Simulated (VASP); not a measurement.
# Relaxed cell volume of fcc Pt at eight levels of theory, from LDA to r2SCAN + rVV10, against the diffraction cell

By the usual rule of thumb LDA makes a crystal too small, PBE makes it too large, PBEsol falls between them, and a dispersion term shrinks the cell to which it is added. The problem is to test this on fcc Pt and to find the sizes. The matter is practical, because an error in volume carries over to whatever is calculated in that cell, such as elastic constants, the width of the d band or the strain in a supported film. At each of eight levels the cell is relaxed as a static lattice at zero pressure. Its volume is given relative to the diffraction cell of 15.09 Å³ per atom, and a positive error means too large a cell.

## Computational details

The start is the cell of a diffraction database, 15.09 Å³ per atom, whose temperature is that of the entry, mostly ambient. VASP 6.6.1, plane waves with PAW, cutoff 450 eV; cell and atoms fully relaxed at zero pressure at each level, static lattice, no spin polarisation, no spin-orbit coupling. All ran on Intel(R) Xeon(R) 6975P-C (Granite Rapids), shared with other work, so times are rough. The PAW data sets differ between levels: LDA sets for LDA; PBE sets for PBE, PBEsol, TPSS, optB86b-vdW and r2SCAN. Non-spherical gradient terms inside the PAW spheres (LASPH) are on in the rows so marked and off in the others; they change results slightly and raise the cost.

Notes on method and selection:

- The diffraction cell holds zero-point and thermal expansion, typically 0.5 to 2 % in volume at room temperature, which a static relaxation lacks.
- Crystals whose PBE volume lies more than 1.5 % under or 25 % over the diffraction cell, or whose cell differs by over 0.3 % from another measurement, were left out.
- Non-spherical gradient terms in the PAW spheres (LASPH) were on for optB86b-vdW, TPSS, r2SCAN and r2SCAN + rVV10, and off for LDA, PBE, PBEsol and PBEsol + D3(BJ); where rows differ in this, it bears on volumes, moments and cost.
- Runs that did not converge, have known faults or may not be shown are not listed, and runs on Ansatz's PAW sets soft_1 and soft_2 are kept to separate tables.

Columns:

- volume error (%): relaxed volume relative to the diffraction cell.
- a (Å): lattice constant a of the conventional cell.
- cost per step (core-s): processor time per ionic step of the relaxation.

Input lines of one member:

```
PREC = Accurate
ENCUT = 450
EDIFF = 1E-06
NELM = 100
ISMEAR = 1
SIGMA = 0.1
LREAL = .FALSE.
ALGO = Normal
GGA = PS
NBANDS = 11
LORBIT = 11
KPAR = 2
IBRION = 2
NSW = 50
ISIF = 3
```

Command (options for logging and memory left out): `mpirun -np 2 vasp_std`

## Numbers

| member | volume error (%) | a (Å) | cost per step (core-s) | remark |
| --- | --- | --- | --- | --- |
| PBE | 3.55 | 3.969 | 2.7 |  |
| optB86b-vdW | 2.08 | 3.950 | 11 | LASPH on |
| TPSS | 1.81 | 3.947 | 17 | LASPH on |
| r2SCAN | 1.66 | 3.945 | 14 | LASPH on |
| r2SCAN + rVV10 | 0.94 | 3.935 | 24 | LASPH on |
| PBEsol | −0.43 | 3.917 | 2.5 |  |
| LDA | −1.89 | 3.898 | 2.1 |  |
| PBEsol + D3(BJ) | −3.14 | 3.882 | 2.8 |  |

## Why the values move as they do

The rule of thumb holds here in every part. LDA lies at −1.89 %, PBEsol at −0.43 % and PBE at +3.55 %. Both added dispersion terms shrink the cell of their parent functional, but by unequal amounts: −3.14 + 0.43 = −2.71 percentage points for D3(BJ) on PBEsol, and 0.94 − 1.66 = −0.72 points for rVV10 on r2SCAN.

A simple model starts from LDA and adds the other terms as small pressures.

1. Near its minimum the LDA energy per atom is taken as quadratic in the volume V, E = E₀ + B(V − V_L)²/(2V_L), with bulk modulus B and LDA volume V_L.
2. Gradient-corrected exchange adds −μG(V). Here μ is the coefficient of the squared reduced density gradient, and G is positive and grows as the atoms move apart and the density becomes less uniform. Over a few per cent in volume its slope g = dG/dV is taken as constant.
3. Dispersion adds an attraction that weakens with distance, so its energy rises with V, with a slope h > 0 that is also taken as constant.
4. Correlation is otherwise left as in LDA.

Setting dE/dV to zero gives B(V − V_L)/V_L − μg + h = 0, and hence V = V_L(1 + μg/B − h/B). Relative to the diffraction cell, and with the small difference between V_L and that cell neglected in the correction terms, the volume error in per cent is

x = x_L + kμ − d, with k = 100 g/B and d = 100 h/B.

The three parameters are the LDA error x_L, the expansion k per unit of gradient coefficient, and the contraction d due to dispersion. The signs explain the rule of thumb: gradient corrections to exchange push the atoms apart, and dispersion pulls them together.

## Testing the model

The model is fixed on LDA and PBE. Their exchange coefficients μ are 0 and roughly 0.22. LDA gives x_L = −1.89, and PBE gives

k = (3.55 + 1.89) / 0.22 ≈ 25 % per unit of μ.

Neither member has a dispersion term, so d is left at zero. The other functionals share a coefficient of roughly 0.12 for slowly varying densities, and the model therefore gives them all the same error:

x = −1.89 + (3.55 + 1.89) × 0.12 / 0.22 ≈ 1.1 %.

Set against the table, as calculated error minus model:

- PBEsol: −0.43 − 1.1 ≈ −1.5 points
- r2SCAN: 1.66 − 1.1 ≈ +0.6 points
- TPSS: 1.81 − 1.1 ≈ +0.7 points
- optB86b-vdW: 2.08 − 1.1 ≈ +1.0 points

The two members with an added dispersion term, also taken with d = 0, miss by 0.94 − 1.1 ≈ −0.2 points (r2SCAN + rVV10) and −3.14 − 1.1 ≈ −4.2 points (PBEsol + D3(BJ)).

The mean size of the six misses is (1.5 + 0.6 + 0.7 + 1.0 + 0.2 + 4.2) / 6 ≈ 1.4 points. The same six volume errors scatter about their own mean by 1.5 points on average, so the model does hardly better than that mean. It gives the direction of the gradient correction, but it cannot put functionals with the same μ in order, and no rule for estimating a further functional follows from it.

## Exceptions

PBEsol falls 1.5 points below the model, and the assumption that most likely fails is the one on correlation. Gradient terms in correlation favour a more uniform density and so oppose the expansion. PBEsol keeps a share 0.12 / 0.22 ≈ 0.55 of PBE's exchange coefficient but roughly 0.7 of its correlation coefficient, so the opposing part weighs more and the cell comes out smaller.

optB86b-vdW, TPSS and r2SCAN lie 0.6 to 1.0 points above the model. The first replaces gradient correlation, which opposes the expansion, by a non-local term that also carries dispersion; the other two also depend on the kinetic-energy density. These differences may account for the sign, but the table does not separate them. LASPH, on in these three and off in the two fixing members, probably contributes a few tenths of a point at most.

PBEsol + D3(BJ) is 4.2 points too low, of which 2.71 come from D3(BJ) and the rest from its parent. D3(BJ) sums over pairs of atoms without the screening by conduction electrons, and in metals this is known to overstate the attraction. The near agreement of r2SCAN + rVV10 is a cancellation between a parent that lies too high and the contraction by rVV10.

## Cost

LDA, PBE, PBEsol and PBEsol + D3(BJ) take 2.1 to 2.8 core-seconds per ionic step, which is no real difference on shared machines. The other four take 11 to 24, part of which is due to LASPH. r2SCAN costs about 14 / 2.5 = 5.6 times as much per step as PBEsol, and r2SCAN + rVV10 about 24 / 2.5 = 9.6 times.

For the volume of Pt this extra expense buys nothing over PBEsol: all four dearer levels lie farther from the diffraction cell, and allowing for thermal expansion moves them farther still from the reference. They do improve on PBE, but so does PBEsol at PBE's price.

## Closing remarks

For this one metal PBE is farthest from the diffraction cell and PBEsol nearest. Both added dispersion terms contract the cell; this brings r2SCAN closer to the diffraction cell and takes PBEsol farther away.

The PBE and PBEsol + D3(BJ) cells were relaxed a second time from their own relaxed cells and the others only once, which probably matters little here. No omitted effect is likely to exceed the full spread of 3.55 + 3.14 = 6.69 points. The largest is probably zero-point and thermal expansion, typically 0.5 to 2 %, which the measured cell contains and the static lattice lacks. An ideal static calculation should therefore come out at about −0.5 to −2 %. PBE remains the worst level under this correction. PBEsol stays ahead of LDA only if the expansion is below (0.43 + 1.89) / 2 = 1.16 %, which is likely for a metal as stiff and heavy as Pt.

[Logs are printed without paths, hosts, clocks, repeated set-up lines and the standing remarks that a program may print on its own settings, such as how far it seeks lower states.]
